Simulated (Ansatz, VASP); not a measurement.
LaAg: VASP beside Ansatz

```
CELL_PARAMETERS angstrom
3.76000 0.00000 0.00000
0.00000 3.76000 0.00000
0.00000 0.00000 3.79760
ATOMIC_POSITIONS crystal
La 0.50000 0.50000 0.50000
Ag 0.00000 0.00000 0.00000
```

Change from the starting cell: zz strain of +1 %.

Alike in both runs: task single point; functional PBEsol; k mesh 9 × 9 × 9; occupations fermi-dirac, width 0.08 eV; no spin polarisation.

```csv
,VASP,Ansatz
version,VASP 6.6.1,Ansatz 0.2.0
potentials or method,"VASP PAW PBE potentials, release 64 (La, Ag), cutoff 520 eV","all-electron LAPW, scalar-relativistic"
```

|  | VASP | Ansatz | Ansatz less VASP |
| --- | --- | --- | --- |
| pressure (GPa) | -0.9 | -0.8 | +0.09 |
| largest component of the traceless stress (GPa) | 0.14 | 0.14 | 0.000 |

Ansatz ran all-electron here, so the differences hold the error of VASP's frozen core and of both bases.

Caveats: the PAW data sets were made with another functional, which shifts forces and pressure a little (VASP). The runs have no spin-orbit coupling, so splittings on La are missing.
